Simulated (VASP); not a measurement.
```yaml
crystal:
  lattice:
    - [5.43042, 0.00000, 0.00000]
    - [-2.71521, 4.70288, 0.00000]
    - [0.00000, 0.00000, 4.29098]
  atoms:
    - { symbol: Ru, position: [0.83256, 0.16744, 0.75000] }
    - { symbol: Ru, position: [0.16744, 0.83256, 0.25000] }
    - { symbol: Ru, position: [0.66512, 0.83256, 0.25000] }
    - { symbol: Ru, position: [0.33488, 0.16744, 0.75000] }
    - { symbol: Ru, position: [0.83256, 0.66512, 0.75000] }
    - { symbol: Ru, position: [0.16744, 0.33488, 0.25000] }
    - { symbol: Os, position: [0.66667, 0.33333, 0.25000] }
    - { symbol: Os, position: [0.33333, 0.66667, 0.75000] }
```

Calculation: PBEsol GGA, VASP's PBE PAW potentials (set 64) (plane waves; VASP). Numerical set-up: 300 eV cut-off, 4×4×5 Γ-centred mesh, Fermi-Dirac smearing of 0.14 eV, potentials Ru_pv Os.

At this cut-off the stress carries a Pulay error, which pulls relaxed volumes low.

**Question.** Give the force on each atom (eV/Å).

**Answer.** 
| atom | Fx | Fy | Fz |
|---|---|---|---|
| Ru1 | 0.065 | -0.038 | 0.000 |
| Ru2 | -0.065 | 0.038 | 0.000 |
| Ru3 | 0.065 | 0.038 | 0.000 |
| Ru4 | -0.065 | -0.038 | 0.000 |
| Ru5 | 0.000 | 0.075 | 0.000 |
| Ru6 | 0.000 | -0.075 | 0.000 |
| Os7 | 0.000 | 0.000 | 0.000 |
| Os8 | 0.000 | 0.000 | 0.000 |

**Question.** Give the stress tensor in GPa (positive for a compressed cell).

**Answer.** 
```
-7.18   0.00   0.00
 0.00  -7.18   0.00
 0.00   0.00  -6.84
```
The pressure is its mean diagonal, -7.07 GPa.

The structure comes from a computed database's OsRu3 entry (P6_3/mmc); how it stands against other phases isn't given here. The cell was not relaxed at this level. The k-mesh is coarse (spacing up to 0.33 per Å, 2π included), so the numbers may not be converged in it.
